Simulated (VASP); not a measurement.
Set up this calculation in VASP 6.6.1, as the native input.

| Quantity | Value |
| --- | --- |
| Task | single point |
| Functional | PBEsol |
| Potentials or basis | VASP PAW PBE potentials, release 64 (Ir, Ga_d) |
| Cutoff | 520 eV |
| k mesh | 3 × 3 × 3 |
| Occupations | fermi-dirac, width 0.1 eV |
| Spin | no spin polarisation |
| Dipole correction | no |
| Further INCAR settings | LREAL = Auto; ALGO = Fast; EDIFF = 1e-06; NBANDS = 94 |

The structure of Ga7Ir8 (a cell with a defect) lies in POSCAR:

```
Ga7Ir8
1.0
    5.9966230000      0.0000000000      0.0000000000
    0.0000000000      5.9966230000      0.0000000000
    0.0000000000      0.0000000000      5.9966230000
Ir Ga
8 7
Direct
    0.2486367744      0.2501406208      0.2486868026
    0.2485922493      0.2499770287      0.7465296718
    0.2485337164      0.7523274350      0.2485707372
    0.2484831880      0.7523996423      0.7465975433
    0.7508916268      0.2499039876      0.2486704600
    0.7509991874      0.2496705229      0.7462191637
    0.7509671694      0.7521454992      0.2488705727
    0.7508551063      0.7520339364      0.7467191117
   -0.0003408585      0.0011303028      0.9976493436
   -0.0004130658      0.5009306071     -0.0024945707
   -0.0001454152      0.5013705214      0.4976769425
    0.4999030288      0.0009331919     -0.0023644975
    0.4997994705      0.0009280223      0.4976119059
    0.4998951910      0.5009556212     -0.0024657211
    0.4996495528      0.5012122656      0.4976664366
```

One way to write it, as run:

INCAR

```
SYSTEM = Ga7Ir8
ALGO = Fast
EDIFF = 1E-6
ENCUT = 520
GGA = PS
ISIF = 2
ISMEAR = -1
LASPH = .TRUE.
LCHARG = .TRUE.
LELF = .TRUE.
LREAL = Auto
LVHAR = .TRUE.
LWAVE = .FALSE.
NBANDS = 94
NELM = 100
PREC = Accurate
SIGMA = 0.1
```

KPOINTS

```
k-points
0
G
  3 3 3
  0 0 0
```

Potentials or basis: VASP PAW PBE potentials, release 64 (Ir, Ga_d).

Launch:

```sh
$ cat potpaw_PBE.64/Ir/POTCAR potpaw_PBE.64/Ga_d/POTCAR > POTCAR
$ mpirun -np 1 vasp_std > vasp.out
```

Results of the run:

```
Pressure               : -4.0 GPa
Largest force          : 0.021 eV/Å
Band gap on the k mesh : none (metal or under the smearing width)
```

Caveat: the PAW data sets were made with another functional, which shifts forces and pressure a little.

Run time: 7.6 min on 1 thread of Intel(R) Xeon(R) Platinum 8488C (Sapphire Rapids), on a shared host, peak memory 0.44 GiB.
